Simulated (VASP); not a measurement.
Computed with SCAN meta-GGA, VASP's PBE PAW potentials (set 64) (plane waves; VASP 6.6.1).

VASP ran on this input.

**KPOINTS**
```
Automatic mesh
0
Gamma
9 9 5
0 0 0
```

**POSCAR**
```
BN
1.0
  1.2712230378  -2.2018231076   0.0000000000
  1.2712230378   2.2018231076   0.0000000000
  0.0000000000   0.0000000000   4.2050197319
B N
2 2
direct
  0.6666670000   0.3333330000   0.5002486094
  0.3333330000   0.6666670000   0.0002486094
  0.6666670000   0.3333330000   0.8747513906
  0.3333330000   0.6666670000   0.3747513906
```

INCAR:
```
# general
SYSTEM  = BN
PREC    = Accurate
ENCUT   = 520   # plane-wave cut-off (eV)
LREAL   = .FALSE.
LASPH   = .TRUE.   # aspherical one-centre terms

# electronic loop
EDIFF   = 1E-6
NELM    = 100   # most electronic steps
ALGO    = Normal
LMIXTAU = .TRUE.

# smearing
ISMEAR  = 0   # Gaussian
SIGMA   = 0.05   # width (eV)

# functional
METAGGA = SCAN

# ions
IBRION  = 2   # conjugate gradients
NSW     = 60   # most ionic steps
ISIF    = 3   # ions, shape and volume
EDIFFG  = -0.02

# output
LWAVE   = .FALSE.
LCHARG  = .FALSE.
```

POTCAR, in this order: B N (PBE.64 set). Program: vasp_std.

What VASP printed:

**OUTCAR**
```
 ion  position               nearest neighbor table
   1  0.667  0.333  0.500-   4 1.56   4 1.56   4 1.56   3 1.57
   2  0.333  0.667  0.000-   3 1.56   3 1.56   3 1.56   4 1.57
   3  0.667  0.333  0.875-   2 1.56   2 1.56   2 1.56   1 1.57
   4  0.333  0.667  0.375-   1 1.56   1 1.56   1 1.56   2 1.57
  LATTYP: Found a hexagonal cell.
 ALAT       =     2.5424462647
 C/A-ratio  =     1.6539266887
 Subroutine PRICEL returns:
 Original cell was already a primitive cell.
 Subroutine GETGRP returns: Found 12 space group operations
The static configuration has the point symmetry C_3v.
 The point group associated with its full space group is C_6v.
The dynamic configuration has the point symmetry C_3v.
 Subroutine INISYM returns: Found 12 space group operations
 Subroutine IBZKPT returns following result:
 Found     36 irreducible k-points:

 Following reciprocal coordinates:
            Coordinates               Weight
  0.000000  0.000000  0.000000      1.000000
  0.111111  0.000000  0.000000      6.000000
  0.222222 -0.000000  0.000000      6.000000
  0.333333 -0.000000  0.000000      6.000000
  0.444444 -0.000000  0.000000      6.000000
...
```

**OSZICAR**
```
       N       E                     dE             d eps       ncg     rms          rms(c)
DAV:   1     0.425288175495E+02    0.42529E+02   -0.89683E+03   864   0.133E+03
DAV:   2    -0.432319917647E+02   -0.85761E+02   -0.79866E+02  1200   0.282E+02
DAV:   3    -0.459152282424E+02   -0.26832E+01   -0.26698E+01  1152   0.499E+01
DAV:   4    -0.459310462059E+02   -0.15818E-01   -0.15810E-01  1060   0.394E+00
DAV:   5    -0.459312173404E+02   -0.17113E-03   -0.17108E-03  1128   0.388E-01    0.936E+00
DAV:   6    -0.373415781790E+02    0.85896E+01   -0.49320E+00  1076   0.191E+01    0.479E+00
DAV:   7    -0.387999333795E+02   -0.14584E+01   -0.13210E+00   920   0.143E+01    0.276E+00
DAV:   8    -0.395068597152E+02   -0.70693E+00   -0.93746E-01   932   0.106E+01    0.137E+00
DAV:   9    -0.388352744982E+02    0.67159E+00   -0.47262E-01   952   0.813E+00    0.890E-01
DAV:  10    -0.389984684261E+02   -0.16319E+00   -0.54930E-02  1004   0.333E+00    0.184E-01
DAV:  11    -0.390047615620E+02   -0.62931E-02   -0.36225E-02   888   0.295E+00    0.130E-01
DAV:  12    -0.390078612355E+02   -0.30997E-02   -0.25180E-03  1092   0.723E-01    0.459E-02
DAV:  13    -0.390076208128E+02    0.24042E-03   -0.12571E-04  1032   0.161E-01    0.111E-02
DAV:  14    -0.390078793579E+02   -0.25855E-03   -0.87768E-05   976   0.134E-01    0.125E-02
DAV:  15    -0.390078377198E+02    0.41638E-04   -0.20711E-05   936   0.683E-02    0.377E-03
DAV:  16    -0.390078411448E+02   -0.34250E-05   -0.32873E-07   776   0.821E-03    0.208E-03
DAV:  17    -0.390078326067E+02    0.85381E-05   -0.11612E-06   560   0.143E-02    0.659E-04
DAV:  18    -0.390078339573E+02   -0.13506E-05   -0.15852E-07   500   0.532E-03    0.640E-04
DAV:  19    -0.390078318522E+02    0.21051E-05   -0.24282E-08   496   0.237E-03    0.502E-04
DAV:  20    -0.390078313214E+02    0.53079E-06   -0.12360E-08   488   0.137E-03
   1 F= -.39007831E+02 E0= -.39007831E+02  d E =-.390078E+02
```

### OUTCAR
```
------------------------ aborting loop because EDIFF is reached ----------------------------------------
  FORCE on cell =-STRESS in cart. coord.  units (eV):
  Direction    XX          YY          ZZ          XY          YZ          ZX
  --------------------------------------------------------------------------------------
  Total       -0.0511251     -0.0511251     -0.0273976      0.0000000     -0.0000000      0.0000000
  in kB       -3.4797066     -3.4797073     -1.8647534      0.0000000     -0.0000000      0.0000000
  external PRESSURE =      -2.9413891 kB  Pullay stress =       0.0000000 kB
  volume of cell :       23.54
      direct lattice vectors                 reciprocal lattice vectors
     1.271223038 -2.201823108  0.000000000     0.393322010 -0.227084546  0.000000000
     1.271223038  2.201823108  0.000000000     0.393322010  0.227084546  0.000000000
     0.000000000  0.000000000  4.205019732     0.000000000  0.000000000  0.237811012
  FREE ENERGIE OF THE ION-ELECTRON SYSTEM (eV)
  ---------------------------------------------------
  free  energy   TOTEN  =       -39.0078313214 eV

  energy  without entropy=      -39.0078313214  energy(sigma->0) =      -39.00783132

 reached required accuracy - stopping structural energy minimisation
```
(Selected blocks of OUTCAR.)

The compound is BN in the wurtzite structure, a metastable high-pressure form. It was relaxed first.
